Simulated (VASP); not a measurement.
Here is the system:

```
CELL_PARAMETERS angstrom
      0.00000     2.86597     2.86597
      2.86597     0.00000     2.86597
      2.86597     2.86597     0.00000
ATOMIC_POSITIONS crystal
  Al 0.00000 0.00000 0.00000
  As 0.25000 0.25000 0.25000
```

Level of theory: HSE06 screened hybrid with spin-orbit coupling, VASP's PBE PAW potentials (set 64) (plane waves; VASP 6.6.1). Settings: 350 eV cut-off, 6×6×6 Γ-centred mesh, Gaussian smearing of 0.050 eV, potentials Al As.

Question: Predict the energy per atom (σ→0), band gap (over mesh and band path) with the smallest direct gap where there is one.

Answer: 
```
Property                                                Value
---------------------------------------------  --------------
band gap (over mesh and band path)                    2.06 eV
smallest direct gap (over mesh and band path)         2.52 eV
energy per atom (σ→0)                          -5.498 eV/atom
```

Only differences to runs with the same potentials and settings are physical.

The compound is AlAs in the zinc blende structure. It was relaxed first. The cell's shape comes from a PBE relaxation.
